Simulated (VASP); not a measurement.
A VASP calculation is set up with these files.

### POSCAR
```
Se
1.0
  1.8187297211  -3.1501322116   0.0000000000
  1.8187297211   3.1501322116   0.0000000000
  0.0000000000   0.0000000000   5.1713255185
Se
3
Direct
  0.0000000000   0.2806028103   0.6666670000
  0.7193971897   0.7193971897   0.0000000000
  0.2806028103   0.0000000000   0.3333330000
```

### KPOINTS
```
Automatic mesh
0
Gamma
6 6 4
0 0 0
```

**INCAR**
```
SYSTEM = Se
PREC = Accurate
ENCUT = 480
EDIFF = 1E-7
NELM = 100
ALGO = Normal
LREAL = .FALSE.
LASPH = .TRUE.
ISMEAR = 0
SIGMA = 0.05
GGA = PE
LMAXMIX = 4
LWAVE = .FALSE.
LCHARG = .FALSE.
ISIF = 3
IBRION = 2
NSW = 40
EDIFFG = -0.01
PSTRESS = 150
```

POTCAR, in this order: Se (PBE.64 set). Program: vasp_std.

Translate this PBE calculation to Ansatz.

One equivalent input (not run):
Ansatz 0.2 input:
```yaml
crystal:
  lattice:
    - [1.8187297, -3.1501322, 0.0000000]
    - [1.8187297, 3.1501322, 0.0000000]
    - [0.0000000, 0.0000000, 5.1713255]
  atoms:
    - { symbol: Se, position: [0.0000000, 0.2806028, 0.6666670] }
    - { symbol: Se, position: [0.7193972, 0.7193972, 0.0000000] }
    - { symbol: Se, position: [0.2806028, 0.0000000, 0.3333330] }
kpoints:
  mp_grid: { grid: [6, 6, 4] }
hamiltonian:
  xc: pbe
  pseudopotentials: { kind: paw }
scf:
  occupations: { method: gaussian, width: 0.05 }
  max_iter: 100
relax:
  max_steps: 40
  f_tol: 0.01
  cell: { p_target: 15 }
output: { forces: true, stress: true, eigenvalues: true }
```
Limits of the translation: each code has its own PAW files, so the cut-off isn't converted (ENCUT is set for VASP's; basis.ecutwfc is left out, and Ansatz then takes the one that its files recommend); Ansatz stops its SCF on the density residual and VASP on the energy change (EDIFF).

The compound is Se in the trig structure. It was relaxed first under an external pressure of 15 GPa. The k-mesh is coarse (spacing up to 0.33 per Å, 2π included), so the numbers may not be converged in it.
